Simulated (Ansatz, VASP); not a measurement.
## Be2SnCl: VASP beside Ansatz

Contents of INCAR:

```
ALGO     = Normal         # electronic algorithm
EDIFF    = 1E-6           # SCF threshold, eV
EDIFFG   = -0.04          # ionic threshold
ENCUT    = 600            # plane-wave cutoff, eV
GGA      = PE             # functional
IBRION   = 2              # ionic algorithm
ISIF     = 3              # what is computed and relaxed
ISMEAR   = 0              # smearing method
LASPH    = T              # aspherical terms in the spheres
LCHARG   = F              # write CHGCAR
LREAL    = F              # projectors in reciprocal space
LWAVE    = F              # write WAVECAR
NELM     = 80             # most SCF steps
NSW      = 90             # ionic steps
PREC     = Accurate       # precision mode
SIGMA    = 0.1            # smearing width, eV
```

File KPOINTS:

```
k-points
0
Gamma
  4 4 6
```

POSCAR

```
Be2SnCl
1.0
    4.5153171278      0.0000000000      0.0000000000
    0.0000000000      4.5153171278      0.0000000000
    0.0000000000      0.0000000000      3.2185644293
Be Sn Cl
2 1 1
Direct
    0.5000000000      0.0000000000      0.0000000000
    0.0000000000      0.5000000000      0.0000000000
    0.0000000000      0.0000000000      0.5000000000
    0.5000000000      0.5000000000      0.0000000000
```

Input for Ansatz:

```yaml
crystal:
  lattice:
    - [4.5153171278, 0.0, 0.0]
    - [0.0, 4.5153171278, 0.0]
    - [0.0, 0.0, 3.2185644293]
  atoms:
    - { symbol: Be, position: [0.5, 0.0, 0.0] }
    - { symbol: Be, position: [0.0, 0.5, 0.0] }
    - { symbol: Sn, position: [0.0, 0.0, 0.5] }
    - { symbol: Cl, position: [0.5, 0.5, 0.0] }
basis:
  ecutwfc: 420
kpoints:
  mp_grid: { grid: [4, 4, 6] }
hamiltonian:
  xc: pbe
scf:
  occupations: { method: gaussian, width: 0.1 }
  lower_state_search: "off"
output:
  forces: true
  stress: true
  eigenvalues: true
relax:
  adjacent_minimum: "off"
  f_tol: 0.04
  max_steps: 70
  cell: { stress_tol: 0.4 }
```

Alike in both runs: task relaxation of cell and atoms; functional PBE; k mesh 4 × 4 × 6; occupations gaussian, width 0.1 eV; no spin polarisation.

|  | VASP | Ansatz |
| --- | --- | --- |
| version | VASP 6.6.1 | Ansatz 0.2.0 |
| potentials or method | VASP PAW PBE potentials, release 64 (Be, Sn_d, Cl) | scalar-relativistic, plane waves, PAW |
| plane-wave cutoff (eV) | 600 | 420 |
| valence electrons in the cell | 25 | 25 |

|  | VASP | Ansatz | Ansatz less VASP |
| --- | --- | --- | --- |
| gap on the k mesh at the Fermi level, each at its own relaxed structure (eV) | none | none | - |
| relaxed volume (Å³/atom) | 16.21 | 16.23 | +0.018 |
| relaxed cell length with the largest relative difference (Å) | 3.029 | 3.033 | +0.0042 |
| energy change over the relaxation (meV/atom) | -31 | -30 | +0.3 |

A gap of «none» marks a metal or a gap that the smearing closes.

Caveats: an odd number of electrons without spin polarisation forces a metal; a magnetic or distorted state may lie lower.
